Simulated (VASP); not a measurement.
An input for Ansatz (written as the equivalent of a VASP run, and not itself run):

Ansatz 0.2 input:
```yaml
crystal:
  lattice:
    - [0.0000000, 3.2638272, 3.2638272]
    - [3.2638272, 0.0000000, 3.2638272]
    - [3.2638272, 3.2638272, 0.0000000]
  atoms:
    - { symbol: Na, position: [0.2500000, 0.2500000, 0.2500000] }
    - { symbol: Na, position: [0.7500000, 0.7500000, 0.7500000] }
    - { symbol: S, position: [0.0000000, 0.0000000, 1.0000000] }
kpoints:
  mp_grid: { grid: [7, 7, 7] }
hamiltonian:
  xc: pbe
  dispersion: d4
  pseudopotentials: { kind: paw }
scf:
  occupations: { method: tetrahedron }
  max_iter: 100
output: { forces: true, stress: true, eigenvalues: true }
```

Q: Translate this input to VASP (INCAR, KPOINTS, POSCAR, choice of POTCAR).

A: Several could match; the one computed here: 
### INCAR
```
! general
SYSTEM  =  Na2S
PREC    =  Accurate
ENCUT   =  520
LREAL   =  F
LASPH   =  T   ! aspherical one-centre terms

! electronic loop
EDIFF   =  1E-7   ! SCF stop (eV)
NELM    =  100
ALGO    =  Normal

! smearing
ISMEAR  =  -5   ! tetrahedra, Bloechl

! functional
GGA     =  PE   ! PBE
IVDW    =  13

! ions
ISIF    =  2   ! forces and stress, cell fixed

! output
LWAVE   =  F
LCHARG  =  T
LORBIT  =  11   ! lm-projected
NEDOS   =  601   ! DOS grid

! other
LEFG    =  T
```

**KPOINTS**
```
kpoints
0
gamma
7 7 7
```

POSCAR:
```
Na2S
1
    0.0000000000     3.2638272317     3.2638272317
    3.2638272317     0.0000000000     3.2638272317
    3.2638272317     3.2638272317     0.0000000000
Na S
2 1
Direct
  0.2500000000   0.2500000000   0.2500000000
  0.7500000000   0.7500000000   0.7500000000
  0.0000000000   0.0000000000   1.0000000000
```

POTCAR, in this order: Na_pv S (PBE.64 set). Program: vasp_std.

The two are equivalent in intent, not identical: each code has its own PAW files, so the cut-off isn't converted (ENCUT is set for VASP's; basis.ecutwfc is left out, and Ansatz then takes the one that its files recommend); Ansatz stops its SCF on the density residual and VASP on the energy change (EDIFF); the field gradients of LEFG aren't asked of the other code.

The compound is Na2S in the antifluorite structure. It was relaxed first.
